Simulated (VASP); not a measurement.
Zn2C (antifluorite): a PBE single-point calculation in VASP

INCAR

```
LASPH = .TRUE.
NELM = 120
NSW = 0
LREAL = .FALSE.
LCHARG = .FALSE.
ISMEAR = -1
NBANDS = 21
LWAVE = .FALSE.
IBRION = -1
PREC = Accurate
EDIFF = 1E-7
ISIF = 2
SIGMA = 0.02
ENCUT = 520
GGA = PE
```

KPOINTS

```
KPOINTS created by Atomic Simulation Environment
0
Gamma
8 8 8
0 0 0
```

KPOINTS_OPT

```
special points
6
Reciprocal
0.0000000000 0.0000000000 0.0000000000 1
0.5000000000 0.0000000000 0.5000000000 1
0.5000000000 0.2500000000 0.7500000000 1
0.3750000000 0.3750000000 0.7500000000 1
0.5000000000 0.5000000000 0.5000000000 1
0.6250000000 0.2500000000 0.6250000000 1
```

POSCAR

```
C  Zn
 1.0000000000000000
    -0.0000000000000000    2.5779490358415575    2.5779490358415575
     2.5779490358415575   -0.0000000000000000    2.5779490358415575
     2.5779490358415575    2.5779490358415575    0.0000000000000000
 C   Zn
   1   2
Cartesian
  0.0000000000000000 -0.0000000000000000  0.0000000000000000
  1.2889745179207788  1.2889745179207788  1.2889745179207788
  3.8669235537623363  3.8669235537623363  3.8669235537623363
```

VASP ran with the recommended PBE PAW datasets (28 valence electrons in the cell).

Command

```
mpirun -np 1 vasp_std
```

OSZICAR

```
N       E                     dE             d eps       ncg     rms          rms(c)
DAV:   1     0.151891449032E+03    0.15189E+03   -0.14277E+04  1218   0.208E+03
DAV:   2     0.318522700295E+00   -0.15157E+03   -0.14495E+03  1258   0.344E+02
DAV:   3    -0.110075075588E+02   -0.11326E+02   -0.11166E+02  1383   0.924E+01
DAV:   4    -0.111892346851E+02   -0.18173E+00   -0.18162E+00  1313   0.114E+01
DAV:   5    -0.111902538235E+02   -0.10191E-02   -0.10191E-02  1378   0.809E-01    0.100E+01
DAV:   6    -0.925831161415E+01    0.19319E+01   -0.48646E+00  1784   0.505E+01    0.714E+00
DAV:   7    -0.926711288437E+01   -0.88013E-02   -0.84360E-01  1359   0.111E+01    0.377E+00
DAV:   8    -0.925187572629E+01    0.15237E-01   -0.48786E-02  1318   0.156E+00    0.114E+00
DAV:   9    -0.924979106301E+01    0.20847E-02   -0.29885E-03  1600   0.590E-01    0.141E-01
DAV:  10    -0.924976690282E+01    0.24160E-04   -0.95952E-04  1800   0.278E-01    0.594E-02
DAV:  11    -0.924979472093E+01   -0.27818E-04   -0.17044E-04  1288   0.113E-01    0.193E-02
DAV:  12    -0.924979470034E+01    0.20594E-07   -0.56558E-06  1353   0.241E-02    0.113E-02
DAV:  13    -0.924979425552E+01    0.44481E-06   -0.53675E-07  1363   0.612E-03    0.293E-03
DAV:  14    -0.924979409136E+01    0.16416E-06   -0.39863E-07  1242   0.488E-03    0.560E-04
DAV:  15    -0.924979410074E+01   -0.93805E-08   -0.10802E-07   964   0.199E-03
   1 F= -.92497941E+01 E0= -.92497182E+01  d E =-.151792E-03
       N       E                     dE             ncg
DAV:   1     0.143215952758E+04   -0.48506E+04      252
DAV:   2     0.560871389431E+03   -0.87129E+03      262
DAV:   3     0.505820814887E+03   -0.55051E+02      297
DAV:   4     0.505085956316E+03   -0.73486E+00      267
DAV:   5     0.505082501645E+03   -0.34547E-02      297
DAV:   6     0.505082476898E+03   -0.24747E-04      287
DAV:   7     0.505082476618E+03   -0.27943E-06      236
DAV:   8     0.505082476612E+03   -0.68151E-08      228
```

From OUTCAR

```
k-points           NKPTS =     29   k-points in BZ     NKDIM =     29   number of bands    NBANDS=     21

   NELECT =      28.0000    total number of electrons

   dimension x,y,z NGX =    28 NGY =   28 NGZ =   28
   dimension x,y,z NGXF=    56 NGYF=   56 NGZF=   56

  energy-cutoff  :      520.00
  volume of cell :       34.27
      direct lattice vectors                 reciprocal lattice vectors
     0.000000000  2.577949036  2.577949036    -0.193952632  0.193952632  0.193952632
     2.577949036  0.000000000  2.577949036     0.193952632 -0.193952632  0.193952632
     2.577949036  2.577949036  0.000000000     0.193952632  0.193952632 -0.193952632

 k-points in reciprocal lattice and weights: KPOINTS created by Atomic Simulation Env
   0.00000000  0.00000000  0.00000000       0.002
   0.12500000  0.00000000  0.00000000       0.016
   0.25000000  0.00000000  0.00000000       0.016
   0.37500000  0.00000000  0.00000000       0.016
   0.50000000  0.00000000  0.00000000       0.008
   0.12500000  0.12500000  0.00000000       0.012
   0.25000000  0.12500000  0.00000000       0.047
   0.37500000  0.12500000  0.00000000       0.047
   ...

 E-fermi :   4.7049

 k-point     1 :       0.0000    0.0000    0.0000
  band No.  band energies     occupation
      1      -9.4023      2.00000
      2      -4.0412      2.00000
      3      -4.0412      2.00000
      4      -4.0412      2.00000
      5      -3.8341      2.00000
      6      -3.8341      2.00000
      7      -2.4992      2.00000
      8      -2.4992      2.00000
      9      -2.4992      2.00000
     10      -2.1389      2.00000
     11      -2.1389      2.00000
     12       4.6031      1.98777
     13       4.6909      1.33744
     14       4.6909      1.33743
     15       4.6909      1.33742
     16       8.8819      0.00000
     17       8.8819      0.00000
     18       8.8819      0.00000
     19      14.1662      0.00000
     20      15.7698      0.00000
     21      15.7698      0.00000

 k-point     2 :       0.1250    0.0000    0.0000
  band No.  band energies     occupation
      1      -9.1982      2.00000
      2      -4.0532      2.00000
      3      -3.9918      2.00000
      4      -3.9918      2.00000
      5      -3.7740      2.00000
      6      -3.7740      2.00000
      7      -2.5478      2.00000
      8      -2.5332      2.00000
      9      -2.5332      2.00000
     10      -2.2210      2.00000
     11      -2.2210      2.00000
     12       2.9601      2.00000
     13       4.4390      2.00000
     14       4.4390      2.00000
     15       5.5868      0.00000
     16       8.7471      0.00000
     17       9.3093      0.00000
     18       9.3093      0.00000
     19      14.6761      0.00000
     20      14.8317      0.00000
     21      14.8318      0.00000

 k-point     3 :       0.2500    0.0000    0.0000
  band No.  band energies     occupation
      1      -8.6335      2.00000
      2      -4.0528      2.00000
      3      -3.8547      2.00000
      4      -3.8547      2.00000
      5      -3.6018      2.00000
      6      -3.6018      2.00000
      7      -2.6645      2.00000
      8      -2.6363      2.00000
      9      -2.6363      2.00000
     10      -2.4435      2.00000
     11      -2.4435      2.00000
     12       0.8259      2.00000
     13       3.9868      2.00000
     14       3.9868      2.00000
     15       5.7442      0.00000
     16       9.2864      0.00000
     17       9.9309      0.00000
     18       9.9309      0.00000
     19      13.9059      0.00000
     20      14.3804      0.00000
     21      14.3804      0.00000

 k-point     4 :       0.3750    0.0000    0.0000
  band No.  band energies     occupation
      1      -7.9101      2.00000
      2      -3.9516      2.00000
      3      -3.6635      2.00000
      4      -3.6635      2.00000
      5      -3.3537      2.00000
      6      -3.3537      2.00000
      7      -2.8006      2.00000
      8      -2.8006      2.00000
      9      -2.7501      2.00000
     10      -2.7350      2.00000
     11      -2.7350      2.00000
     12      -1.1778      2.00000
     13       3.6576      2.00000
     14       3.6576      2.00000
     15       5.6168      0.00000
     16       9.9544      0.00000
     17       9.9544      0.00000
     18      10.2116      0.00000
     19      13.5697      0.00000
     20      15.4399      0.00000
     21      15.4399      0.00000

 k-point     5 :       0.5000    0.0000    0.0000
  band No.  band energies     occupation
      1      -7.5300      2.00000
      2      -3.7987      2.00000
      3      -3.5411      2.00000
      4      -3.5411      2.00000
      5      -3.1492      2.00000
      6      -3.1492      2.00000
      7      -2.9510      2.00000
      8      -2.9510      2.00000
      9      -2.9184      2.00000
     10      -2.9184      2.00000
     11      -2.5727      2.00000
     12      -2.3490      2.00000
     13       3.5441      2.00000
     14       3.5441      2.00000
     15       5.5536      0.00000
     16       9.8449      0.00000
     17       9.8449      0.00000
     18      10.5995      0.00000
     19      13.6606      0.00000
     20      16.5444      0.00000
     21      16.5444      0.00000

 k-point     6 :       0.1250    0.1250    0.0000
  band No.  band energies     occupation
      1      -9.1306      2.00000
      2      -4.1500      2.00000
      3      -3.9204      2.00000
      4      -3.9204      2.00000
      5      -3.8088      2.00000
      6      -3.7195      2.00000
      7      -2.5761      2.00000
      8      -2.5761      2.00000
      9      -2.4939      2.00000
     10      -2.3467      2.00000
     11      -2.1421      2.00000
     12       3.1338      2.00000
     13       3.9355      2.00000
     14       3.9355      2.00000
     15       6.1642      0.00000
     16       8.1300      0.00000
     17       9.6601      0.00000
     18       9.6601      0.00000
     19      12.9051      0.00000
     20      15.8105      0.00000
     21      16.6179      0.00000

 k-point     7 :       0.2500    0.1250    0.0000
  band No.  band energies     occupation
      1      -8.6862      2.00000
      2      -4.2031      2.00000
      3      -3.8011      2.00000
      4      -3.7816      2.00000
      5      -3.6906      2.00000
      6      -3.5701      2.00000
      7      -2.6795      2.00000
      8      -2.6768      2.00000
      9      -2.5969      2.00000
     10      -2.5189      2.00000
     11      -2.2321      2.00000
     12       1.5788      2.00000
     13       3.3504      2.00000
     14       3.4356      2.00000
     15       6.6233      0.00000
     16       8.2574      0.00000
     17       9.9007      0.00000
     18      10.3376      0.00000
     19      12.3684      0.00000
     20      15.8284      0.00000
     21      16.3813      0.00000

 k-point     8 :       0.3750    0.1250    0.0000
  band No.  band energies     occupation
      1      -8.0051      2.00000
      2      -4.1287      2.00000
      3      -3.6646      2.00000
      4      -3.6043      2.00000
      5      -3.4469      2.00000
      6      -3.3570      2.00000
      7      -2.8869      2.00000
      8      -2.8275      2.00000
      9      -2.7815      2.00000
     10      -2.6129      2.00000
     11      -2.4716      2.00000
     12      -0.4353      2.00000
     13       2.8879      2.00000
     14       3.0382      2.00000
     15       6.5884      0.00000
     16       9.3154      0.00000
     17       9.6251      0.00000
     18      10.5880      0.00000
     19      13.5020      0.00000
     20      15.2054      0.00000
     21      16.7037      0.00000

 k-point     9 :       0.5000    0.1250    0.0000
  band No.  band energies     occupation
      1      -7.4743      2.00000
      2      -3.8588      2.00000
      3      -3.5489      2.00000
      4      -3.5162      2.00000
      5      -3.2357      2.00000
      6      -3.2102      2.00000
      7      -3.0443      2.00000
      8      -2.9580      2.00000
      9      -2.7639      2.00000
     10      -2.7576      2.00000
     11      -2.5592      2.00000
     12      -2.0371      2.00000
     13       2.4528      2.00000
     14       3.0795      2.00000
     15       6.5095      0.00000
     16       8.9595      0.00000
     17      10.4911      0.00000
     18      10.9104      0.00000
     19      14.4396      0.00000
     20      15.3553      0.00000
     21      16.7855      0.00000

 ...

  Total        1.0536665      1.0536665      1.0536665     -0.0000000     -0.0000000      0.0000000
  in kB       49.2675281     49.2675281     49.2675281     -0.0000000     -0.0000000      0.0000000
  external PRESSURE =      49.2675281 kB  Pullay stress =       0.0000000 kB

 POSITION                                       TOTAL-FORCE (eV/Angst)
 -----------------------------------------------------------------------------------
      0.00000      0.00000      0.00000         0.000000     -0.000000     -0.000000
      1.28897      1.28897      1.28897         0.000000      0.000000      0.000000
      3.86692      3.86692      3.86692        -0.000000     -0.000000     -0.000000
 -----------------------------------------------------------------------------------
    total drift:                                0.000000      0.000000      0.000000

  FREE ENERGIE OF THE ION-ELECTRON SYSTEM (eV)
  ---------------------------------------------------
  free  energy   TOTEN  =        -9.2497941007 eV

  energy  without entropy=       -9.2496423085  energy(sigma->0) =       -9.24971820
```

```
gap between bands v and c : 0.00 eV
least direct gap          : 0.00 eV
pressure                  : 4.9 GPa
```

Band v is the last that the valence electrons fill when counted band by band, and c is the next.

The run took about 31 s on one core of a shared host (Intel Xeon Platinum 8488C) and held 0.17 GiB at most.
